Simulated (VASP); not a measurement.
Here is the system:

```
CaSe
1.0
    0.00000     2.85954     2.85954
    2.85954     0.00000     2.85954
    2.85954     2.85954     0.00000
Ca Se
1 1
Direct
  0.00000   0.00000   0.00000
  0.50000   0.50000   0.50000
```

The numbers are results of PBEsol GGA, VASP's PBE PAW potentials (set 64) (plane waves; VASP), not measurements. Run with 500 eV cut-off, 8×8×8 Γ-centred mesh, Gaussian smearing of 0.050 eV, potentials Ca_sv Se.

Question: What does the run give for the energy per atom (σ→0), pressure, band gap (on the k-mesh) with the smallest direct gap where there is one?

Answer: 
```json
{
  "band gap (on the k-mesh)": "1.64 eV",
  "smallest direct gap (on the k-mesh)": "2.68 eV",
  "energy per atom (σ→0)": "-5.008 eV/atom",
  "pressure": "4.99 GPa"
}
```

Only differences to runs with the same potentials and settings are physical.

The structure was generated: CaSe was put into the rock salt type (Fm-3m), which need not be its known phase. It was relaxed first under an external pressure of 5 GPa.
